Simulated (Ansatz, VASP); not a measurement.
## Two plane-wave programs on Ag3SnSe

```xyz
5
Lattice="5.2276 0.0000 0.0000 0.0000 5.2276 0.0000 0.0000 0.0000 5.2276" Properties=species:S:1:pos:R:3 pbc="T T T"
Ag    2.6138    0.0000    0.0000
Ag    0.0000    2.6138    0.0000
Ag    0.0000    0.0000    2.6138
Sn    0.0000    0.0000    0.0000
Se    2.6138    2.6138    2.6138
```

Alike in both runs: functional PBE; k mesh 4 × 4 × 4; occupations gaussian, width 0.1 eV; no spin polarisation.

Ansatz relaxed the structure, and its values are those at the end. VASP's run is a single point on that final structure, the one shown.

|  | VASP | Ansatz |
| --- | --- | --- |
| version | VASP 6.6.1 | Ansatz 0.2.0 |
| potentials or method | VASP PAW PBE potentials, release 64 (Ag, Sn_d, Se) | scalar-relativistic, plane waves, PAW |
| plane-wave cutoff (eV) | 520 | 420 |
| valence electrons in the cell | 53 | 87 |

|  | VASP | Ansatz | Ansatz less VASP |
| --- | --- | --- | --- |
| gap on the k mesh at the Fermi level (eV) | none | none | - |
| pressure (GPa) | -0.1 | -0.1 | -0.03 |

A gap of «none» marks a metal or a gap that the smearing closes. The two sets of potentials don't hold the same shells in valence.
